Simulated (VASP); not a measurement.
Computed with LDA (Ceperley-Alder, Perdew-Zunger), VASP's LDA PAW potentials (set 64) (plane waves; VASP).

Input for VASP

KPOINTS:
```
K-points
0
gamma
  7 7 4
```

INCAR:
```
ALGO  =  Normal
EDIFF  =  1E-6
EDIFFG  =  -0.02
ENCUT  =  620
IBRION  =  2
ISIF  =  3
ISMEAR  =  0
LASPH  =  .True.
LCHARG  =  .False.
LMAXMIX  =  6
LREAL  =  .False.
LWAVE  =  .False.
NELM  =  100
NSW  =  40
PREC  =  Accurate
PSTRESS  =  100
SIGMA  =  0.05
SYSTEM  =  La2O3
```

File POSCAR:
```
La2O3
1
    1.9308385119    -3.3443102843     0.0000000000
    1.9308385119     3.3443102843     0.0000000000
    0.0000000000     0.0000000000     5.7817220599
La O
2 3
Direct
  0.3333330000   0.6666670000   0.2402028115
  0.6666670000   0.3333330000   0.7597971885
  0.0000000000   0.0000000000   0.0000000000
  0.3333330000   0.6666670000   0.6493430223
  0.6666670000   0.3333330000   0.3506569777
```

POTCAR, in this order: La O (LDA.64 set). Program: vasp_std.

Output of the run:

File OSZICAR:
```
...
DAV:   2    -0.456743434445E+02    0.84917E+00   -0.46011E+00  2224   0.174E+01    0.216E+00
DAV:   3    -0.455195304755E+02    0.15481E+00   -0.43525E-01  2184   0.861E+00    0.883E-01
DAV:   4    -0.454996577840E+02    0.19873E-01   -0.19725E-01  2488   0.472E+00    0.321E-01
DAV:   5    -0.455001831969E+02   -0.52541E-03   -0.21383E-02  2520   0.137E+00    0.214E-01
DAV:   6    -0.455006930906E+02   -0.50989E-03   -0.14050E-03  2632   0.355E-01    0.175E-01
DAV:   7    -0.455014813725E+02   -0.78828E-03   -0.14441E-03  2656   0.466E-01    0.486E-02
DAV:   8    -0.455014883909E+02   -0.70184E-05   -0.32857E-04  2608   0.165E-01    0.309E-02
DAV:   9    -0.455014838299E+02    0.45610E-05   -0.18643E-04  2456   0.142E-01    0.924E-03
DAV:  10    -0.455014855882E+02   -0.17583E-05   -0.15900E-05  2232   0.419E-02    0.736E-03
DAV:  11    -0.455014844871E+02    0.11011E-05   -0.87495E-06  1904   0.329E-02    0.170E-03
DAV:  12    -0.455014845200E+02   -0.32900E-07   -0.45548E-07  1128   0.923E-03
   2 F= -.41149419E+02 E0= -.41149419E+02  d E =0.479400E-01
       N       E                     dE             d eps       ncg     rms          rms(c)
DAV:   1    -0.461376748549E+02   -0.63619E+00   -0.11537E+01  1872   0.301E+01    0.428E+00
DAV:   2    -0.458300506736E+02    0.30762E+00   -0.16046E+00  2376   0.104E+01    0.134E+00
DAV:   3    -0.457725342998E+02    0.57516E-01   -0.19596E-01  2168   0.582E+00    0.488E-01
DAV:   4    -0.457665348558E+02    0.59994E-02   -0.49833E-02  2472   0.221E+00    0.134E-01
DAV:   5    -0.457669912527E+02   -0.45640E-03   -0.46536E-03  2624   0.587E-01    0.102E-01
DAV:   6    -0.457671913408E+02   -0.20009E-03   -0.35128E-04  2640   0.163E-01    0.773E-02
DAV:   7    -0.457673790054E+02   -0.18766E-03   -0.61992E-04  2632   0.289E-01    0.267E-02
DAV:   8    -0.457673655167E+02    0.13489E-04   -0.16641E-04  2472   0.143E-01    0.100E-02
DAV:   9    -0.457673676862E+02   -0.21695E-05   -0.20999E-05  2624   0.376E-02    0.530E-03
DAV:  10    -0.457673670933E+02    0.59289E-06   -0.36364E-06  1352   0.211E-02
   3 F= -.41228976E+02 E0= -.41228976E+02  d E =-.316165E-01
       N       E                     dE             d eps       ncg     rms          rms(c)
DAV:   1    -0.457650112917E+02    0.23564E-02   -0.18958E-03  1928   0.392E-01    0.555E-02
DAV:   2    -0.457649604102E+02    0.50882E-04   -0.28255E-04  2368   0.132E-01    0.168E-02
DAV:   3    -0.457649510868E+02    0.93234E-05   -0.31249E-05  2200   0.723E-02    0.674E-03
DAV:   4    -0.457649498671E+02    0.12197E-05   -0.99167E-06  2368   0.330E-02    0.195E-03
DAV:   5    -0.457649498863E+02   -0.19133E-07   -0.56642E-07  1304   0.989E-03
   4 F= -.41228978E+02 E0= -.41228978E+02  d E =-.316188E-01
       N       E                     dE             d eps       ncg     rms          rms(c)
DAV:   1    -0.457592552018E+02    0.56947E-02   -0.70898E-01  2448   0.975E+00    0.437E-01
DAV:   2    -0.457574595282E+02    0.17957E-02   -0.35580E-02  2240   0.143E+00    0.204E-01
DAV:   3    -0.457565703049E+02    0.88922E-03   -0.47491E-03  2656   0.757E-01    0.958E-02
DAV:   4    -0.457563867013E+02    0.18360E-03   -0.75759E-04  2632   0.258E-01    0.418E-02
DAV:   5    -0.457563848969E+02    0.18044E-05   -0.22952E-04  2368   0.114E-01    0.220E-02
DAV:   6    -0.457563832240E+02    0.16729E-05   -0.10176E-04  2432   0.830E-02    0.130E-02
DAV:   7    -0.457563821361E+02    0.10879E-05   -0.10932E-05  2088   0.315E-02    0.729E-03
DAV:   8    -0.457563814605E+02    0.67569E-06   -0.69675E-06  1744   0.202E-02
   5 F= -.41232822E+02 E0= -.41232822E+02  d E =-.384426E-02
       N       E                     dE             d eps       ncg     rms          rms(c)
DAV:   1    -0.457522368769E+02    0.41453E-02   -0.11133E-01  2472   0.389E+00    0.173E-01
DAV:   2    -0.457519487278E+02    0.28815E-03   -0.55513E-03  2240   0.564E-01    0.809E-02
DAV:   3    -0.457518077552E+02    0.14097E-03   -0.74349E-04  2664   0.298E-01    0.380E-02
DAV:   4    -0.457517784407E+02    0.29315E-04   -0.11876E-04  2632   0.103E-01    0.166E-02
DAV:   5    -0.457517782030E+02    0.23769E-06   -0.37136E-05  2328   0.462E-02    0.884E-03
DAV:   6    -0.457517778184E+02    0.38460E-06   -0.15283E-05  2160   0.330E-02    0.493E-03
DAV:   7    -0.457517776664E+02    0.15194E-06   -0.11628E-06  1320   0.135E-02
   6 F= -.41233151E+02 E0= -.41233151E+02  d E =-.417307E-02
       N       E                     dE             d eps       ncg     rms          rms(c)
DAV:   1    -0.457554630109E+02   -0.36852E-02   -0.40123E-01  2056   0.102E+01    0.360E-01
DAV:   2    -0.457539282867E+02    0.15347E-02   -0.19398E-02  2360   0.144E+00    0.204E-01
DAV:   3    -0.457526736048E+02    0.12547E-02   -0.36427E-03  2664   0.699E-01    0.365E-02
DAV:   4    -0.457526787417E+02   -0.51369E-05   -0.18845E-04  2104   0.113E-01    0.223E-02
DAV:   5    -0.457526764794E+02    0.22624E-05   -0.19392E-05  2584   0.455E-02    0.989E-03
DAV:   6    -0.457526757495E+02    0.72984E-06   -0.19026E-06  1344   0.202E-02
   7 F= -.41234723E+02 E0= -.41234723E+02  d E =-.157217E-02
       N       E                     dE             d eps       ncg     rms          rms(c)
DAV:   1    -0.457557446162E+02   -0.30681E-02   -0.48161E-01  2056   0.112E+01    0.395E-01
DAV:   2    -0.457539397161E+02    0.18049E-02   -0.23853E-02  2368   0.160E+00    0.224E-01
DAV:   3    -0.457524231975E+02    0.15165E-02   -0.43542E-03  2656   0.767E-01    0.404E-02
DAV:   4    -0.457524288735E+02   -0.56760E-05   -0.23675E-04  2056   0.126E-01    0.245E-02
DAV:   5    -0.457524263332E+02    0.25403E-05   -0.24528E-05  2648   0.510E-02    0.118E-02
DAV:   6    -0.457524253395E+02    0.99369E-06   -0.21781E-06  1336   0.230E-02
   8 F= -.41235322E+02 E0= -.41235322E+02  d E =-.217116E-02
       N       E                     dE             d eps       ncg     rms          rms(c)
DAV:   1    -0.457373739288E+02    0.15052E-01   -0.62950E-01  1776   0.752E+00    0.372E-01
DAV:   2    -0.457375750188E+02   -0.20109E-03   -0.37185E-02  2104   0.218E+00    0.160E-01
DAV:   3    -0.457368991451E+02    0.67587E-03   -0.30376E-03  2432   0.596E-01    0.489E-02
DAV:   4    -0.457368555734E+02    0.43572E-04   -0.53509E-04  2576   0.231E-01    0.265E-02
DAV:   5    -0.457368491077E+02    0.64657E-05   -0.10961E-04  2424   0.725E-02    0.120E-02
DAV:   6    -0.457368501984E+02   -0.10907E-05   -0.13684E-05  2432   0.330E-02    0.747E-03
DAV:   7    -0.457368507599E+02   -0.56158E-06   -0.14671E-06  1392   0.169E-02
   9 F= -.41235959E+02 E0= -.41235959E+02  d E =-.636689E-03
       N       E                     dE             d eps       ncg     rms          rms(c)
DAV:   1    -0.457380558233E+02   -0.12056E-02   -0.34788E-03  1832   0.556E-01    0.272E-02
DAV:   2    -0.457380571195E+02   -0.12963E-05   -0.20293E-04  2040   0.162E-01    0.119E-02
DAV:   3    -0.457380533272E+02    0.37923E-05   -0.17350E-05  2392   0.463E-02    0.367E-03
DAV:   4    -0.457380529224E+02    0.40481E-06   -0.15600E-06  1344   0.173E-02
  10 F= -.41235964E+02 E0= -.41235964E+02  d E =-.642196E-03
       N       E                     dE             d eps       ncg     rms          rms(c)
DAV:   1    -0.457426337137E+02   -0.45804E-02   -0.47284E-01  1792   0.546E+00    0.178E-01
DAV:   2    -0.457449928042E+02   -0.23591E-02   -0.29303E-02  2192   0.187E+00    0.997E-02
DAV:   3    -0.457448099713E+02    0.18283E-03   -0.97351E-04  2424   0.329E-01    0.579E-02
DAV:   4    -0.457447327731E+02    0.77198E-04   -0.59027E-04  2392   0.220E-01    0.204E-02
DAV:   5    -0.457447323915E+02    0.38162E-06   -0.93039E-05  2232   0.849E-02    0.949E-03
DAV:   6    -0.457447329964E+02   -0.60487E-06   -0.18629E-05  2488   0.362E-02    0.576E-03
DAV:   7    -0.457447330245E+02   -0.28123E-07   -0.72081E-06  1736   0.213E-02
  11 F= -.41236311E+02 E0= -.41236311E+02  d E =-.346440E-03
```

OUTCAR:
```
------------------------ aborting loop because EDIFF is reached ----------------------------------------
  FORCE on cell =-STRESS in cart. coord.  units (eV):
  Direction    XX          YY          ZZ          XY          YZ          ZX
  --------------------------------------------------------------------------------------
  Total        4.4942554      4.4942548      4.4615538      0.0000000      0.0000000     -0.0000000
  in kB       99.6857724     99.6857590     98.9604288      0.0000000      0.0000000     -0.0000000
  external PRESSURE =      -0.5560133 kB  Pullay stress =     100.0000000 kB
  volume of cell :       72.23
      direct lattice vectors                 reciprocal lattice vectors
     1.922994815 -3.330724499 -0.000000000     0.260011102 -0.150117490  0.000000000
     1.922994815  3.330724499 -0.000000000     0.260011102  0.150117490 -0.000000000
     0.000000000  0.000000000  5.638821313     0.000000000 -0.000000000  0.177342027
 POSITION                                       TOTAL-FORCE (eV/Angst)
 -----------------------------------------------------------------------------------
      1.92299      1.11024      1.33618         0.000000      0.000000      0.012135
      1.92299     -1.11024      4.30264         0.000000      0.000000     -0.012135
      0.00000      0.00000      5.63882        -0.000000     -0.000000      0.000000
      1.92299      1.11024      3.67895        -0.000000      0.000000     -0.009654
      1.92299     -1.11024      1.95987        -0.000000     -0.000000      0.009654
 -----------------------------------------------------------------------------------
    total drift:                               -0.000000     -0.000000      0.000000
  FREE ENERGIE OF THE ION-ELECTRON SYSTEM (eV)
  ---------------------------------------------------
  free  energy   TOTEN  =       -45.7447330245 eV

  energy  without entropy=      -45.7447330245  energy(sigma->0) =      -45.74473302
  enthalpy is  TOTEN    =       -41.2363109203 eV   P V=        4.5084221043

 reached required accuracy - stopping structural energy minimisation
```
(Selected blocks of OUTCAR.)

File CONTCAR:
```
La2O3
   1.00000000000000
     1.9229948145972511   -3.3307244986450066   -0.0000000000000000
     1.9229948145972511    3.3307244986450066   -0.0000000000000000
     0.0000000000000000    0.0000000000000000    5.6388213126215909
  La              O
     2     3
Direct
     0.3333330000000032    0.6666669999999968    0.2369611817417878
     0.6666669999999968    0.3333330000000032    0.7630388182582121
     0.0000000000000000    0.0000000000000000    1.0000000000000000
     0.3333330000000032    0.6666669999999968    0.6524326695095718
     0.6666669999999968    0.3333330000000032    0.3475673304904283
```

Energy and stress use the plane-wave basis of the starting cell.

The compound is La2O3 in the a-type structure. This run relaxes it under an external pressure of 10 GPa. Symmetry was kept, so distortions that lower it aren't found.
